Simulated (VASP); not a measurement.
Input:

```
MnSi
1.0
    4.46435     0.00000     0.00000
    0.00000     4.46435     0.00000
    0.00000     0.00000     4.46435
Mn Si
4 4
Cartesian
  3.85163   2.84489   1.61946
  1.61946   3.85163   2.84489
  0.61271   0.61271   0.61271
  2.84489   1.61946   3.85163
  0.68994   1.54224   2.92211
  2.92211   0.68994   1.54224
  3.77441   3.77441   3.77441
  1.54224   2.92211   0.68994
```
Starting moments (μB, in the order of the record's atoms Mn Mn Mn Mn Si Si Si Si): 0.9 0.9 0.9 0.9 0.0 0.0 0.0 0.0.

Method: PBEsol GGA, VASP's PBE PAW potentials (set 64) (plane waves; VASP). Run with 400 eV cut-off, 8×8×8 Γ-centred mesh, tetrahedra with Blöchl corrections, potentials Mn_pv Si.

Q: The job: MnSi (B20), 8 atoms, PBEsol, static run, 400 eV, 8×8×8 Γ-centred mesh. Roughly how much core time does it take on a busy server core?

A: About 3 core-minutes (one run on a shared machine, a rough figure). It had 45 irreducible k-points, 42 bands, up to 1647 plane waves and 21 electronic steps.

The compound is MnSi in the B20 structure. It was relaxed first, which changed the volume by -6 %.
